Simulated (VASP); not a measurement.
Given:

```yaml
crystal:
  lattice:
    - [4.53814, 0.00000, 0.00000]
    - [0.00000, 4.53814, 0.00000]
    - [0.00000, 0.00000, 4.53814]
  atoms:
    - { symbol: Rb, position: [0.00000, 0.00000, 0.00000] }
```

Level of theory: PBEsol GGA, VASP's PBE PAW potentials (set 64) (plane waves; VASP 6.6.1). Numerical set-up: 400 eV cut-off, 7×7×7 Γ-centred mesh, first-order Methfessel-Paxton smearing of 0.10 eV, potentials Rb_sv.

Question: Predict the energy per atom (σ→0), band gap (on the k-mesh) with the smallest direct gap where there is one.

Answer: 
```
Property                                                     Value
------------------------  ----------------------------------------
band gap (on the k-mesh)  none (metal, semimetal or under 0.01 eV)
energy per atom (σ→0)                               -0.930 eV/atom
```

Only differences to runs with the same potentials and settings are physical.

The structure was generated: Rb was put into the simple-cubic type (Pm-3m), which need not be its known phase. It was relaxed first. The start is the result of an earlier pass.
